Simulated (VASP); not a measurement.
Level of theory: PBE GGA, VASP's PBE PAW potentials (set 64) (plane waves; VASP).

The input files of a VASP run:

### INCAR
```
# general
SYSTEM   =  Mo
PREC     =  Accurate
ENCUT    =  500
LREAL    =  F
LASPH    =  T

# electronic loop
EDIFF    =  1E-6
NELM     =  100
ALGO     =  Normal
LMAXMIX  =  4

# smearing
ISMEAR   =  1
SIGMA    =  0.1

# functional
GGA      =  PE

# ions
IBRION   =  2
NSW      =  40
ISIF     =  3
EDIFFG   =  -0.02
PSTRESS  =  300

# output
LWAVE    =  F
LCHARG   =  F
```

File POSCAR:
```
Mo
1
   -1.5320998912     1.5320998912     1.5320998912
    1.5320998912    -1.5320998912     1.5320998912
    1.5320998912     1.5320998912    -1.5320998912
Mo
1
Direct
  1.0000000000   1.0000000000   1.0000000000
```

### KPOINTS
```
Automatic mesh
0
Gamma
17 17 17
0 0 0
```

POTCAR, in this order: Mo_sv (PBE.64 set). Program: vasp_std.

The run wrote:

**OUTCAR**
```
 ion  position               nearest neighbor table
   1  0.000  0.000  0.000-
  LATTYP: Found a body centered cubic cell.
 ALAT       =     3.0641997824
 Subroutine PRICEL returns:
 Original cell was already a primitive cell.
 Subroutine GETGRP returns: Found 48 space group operations
The static configuration has the point symmetry O_h .
The dynamic configuration has the point symmetry O_h .
 Subroutine INISYM returns: Found 48 space group operations
 Subroutine IBZKPT returns following result:
 Found    165 irreducible k-points:

 Following reciprocal coordinates:
            Coordinates               Weight
  0.000000  0.000000  0.000000      1.000000
  0.058824  0.000000  0.000000     12.000000
  0.117647  0.000000  0.000000     12.000000
  0.176471  0.000000  0.000000     12.000000
  0.235294  0.000000  0.000000     12.000000
  0.294118  0.000000  0.000000     12.000000
  0.352941  0.000000  0.000000     12.000000
  0.411765  0.000000  0.000000     12.000000
  0.470588  0.000000  0.000000     12.000000
  0.058824  0.058824  0.000000     24.000000
...
```

**OSZICAR**
```
       N       E                     dE             d eps       ncg     rms          rms(c)
DAV:   1     0.868936704564E+02    0.86894E+02   -0.82156E+03  3646   0.128E+03
DAV:   2    -0.102061886366E+02   -0.97100E+02   -0.93866E+02  3921   0.337E+02
DAV:   3    -0.113918766182E+02   -0.11857E+01   -0.11763E+01  4227   0.376E+01
DAV:   4    -0.113947127868E+02   -0.28362E-02   -0.28355E-02  3925   0.219E+00
DAV:   5    -0.113947274135E+02   -0.14627E-04   -0.14628E-04  4236   0.150E-01    0.178E+01
DAV:   6    -0.108956300410E+02    0.49910E+00   -0.83067E-01  3897   0.114E+01    0.571E+00
DAV:   7    -0.108152004971E+02    0.80430E-01   -0.21316E-01  4173   0.543E+00    0.790E-01
DAV:   8    -0.108113788127E+02    0.38217E-02   -0.36520E-03  3783   0.886E-01    0.160E-01
DAV:   9    -0.108114294191E+02   -0.50606E-04   -0.69411E-05  4312   0.115E-01    0.871E-02
DAV:  10    -0.108114374363E+02   -0.80172E-05   -0.11990E-05  3912   0.472E-02    0.105E-02
DAV:  11    -0.108114379486E+02   -0.51227E-06   -0.14490E-07  2358   0.409E-03
   1 F= -.81178454E+01 E0= -.81180584E+01  d E =-.811785E+01
       N       E                     dE             d eps       ncg     rms          rms(c)
DAV:   1    -0.108326344630E+02   -0.21197E-01   -0.14913E-01  3804   0.560E+00    0.943E-01
DAV:   2    -0.108273435353E+02    0.52909E-02   -0.10811E-02  3786   0.134E+00    0.167E-01
DAV:   3    -0.108268841145E+02    0.45942E-03   -0.18736E-03  3920   0.547E-01    0.140E-01
DAV:   4    -0.108269143234E+02   -0.30209E-04   -0.30516E-05  3829   0.657E-02    0.856E-03
DAV:   5    -0.108269141008E+02    0.22264E-06   -0.22263E-06  3844   0.186E-02
   2 F= -.81174817E+01 E0= -.81177077E+01  d E =0.363617E-03
       N       E                     dE             d eps       ncg     rms          rms(c)
DAV:   1    -0.108182157007E+02    0.86986E-02   -0.96931E-02  3804   0.450E+00    0.779E-01
DAV:   2    -0.108147775313E+02    0.34382E-02   -0.68964E-03  3783   0.108E+00    0.134E-01
DAV:   3    -0.108144718384E+02    0.30569E-03   -0.12359E-03  3903   0.445E-01    0.119E-01
DAV:   4    -0.108145074907E+02   -0.35652E-04   -0.19011E-05  3830   0.524E-02    0.485E-03
DAV:   5    -0.108145075706E+02   -0.79883E-07   -0.18360E-06  3299   0.171E-02
   3 F= -.81178677E+01 E0= -.81180843E+01  d E =-.222949E-04
```

### OUTCAR
```
------------------------ aborting loop because EDIFF is reached ----------------------------------------
  FORCE on cell =-STRESS in cart. coord.  units (eV):
  Direction    XX          YY          ZZ          XY          YZ          ZX
  --------------------------------------------------------------------------------------
  Total        2.6965312      2.6965312      2.6965312      0.0000000     -0.0000000      0.0000000
  in kB      299.9879073    299.9879073    299.9879073      0.0000000     -0.0000000      0.0000000
  external PRESSURE =      -0.0120927 kB  Pullay stress =     300.0000000 kB
  volume of cell :       14.40
      direct lattice vectors                 reciprocal lattice vectors
    -1.532677441  1.532677441  1.532677441     0.000000000  0.326226502  0.326226502
     1.532677441 -1.532677441  1.532677441     0.326226502  0.000000000  0.326226502
     1.532677441  1.532677441 -1.532677441     0.326226502  0.326226502  0.000000000
 POSITION                                       TOTAL-FORCE (eV/Angst)
 -----------------------------------------------------------------------------------
     -0.00000      0.00000      0.00000         0.000000     -0.000000      0.000000
 -----------------------------------------------------------------------------------
    total drift:                                0.000000      0.000000      0.000000
  FREE ENERGIE OF THE ION-ELECTRON SYSTEM (eV)
  ---------------------------------------------------
  free  energy   TOTEN  =       -10.8145075706 eV

  energy  without entropy=      -10.8151576136  energy(sigma->0) =      -10.81472425
  enthalpy is  TOTEN    =        -8.1178676522 eV   P V=        2.6966399184

 reached required accuracy - stopping structural energy minimisation
```
(Selected blocks of OUTCAR.)

### CONTCAR
```
Mo
   1.00000000000000
    -1.5326774408049744    1.5326774408049744    1.5326774408049744
     1.5326774408049744   -1.5326774408049744    1.5326774408049744
     1.5326774408049744    1.5326774408049744   -1.5326774408049744
  Mo
     1
Direct
     0.0000000000000000    0.0000000000000000    0.0000000000000000
```

The compound is Mo in the bcc structure. This run relaxes it under an external pressure of 30 GPa. Symmetry was kept, so distortions that lower it aren't found.
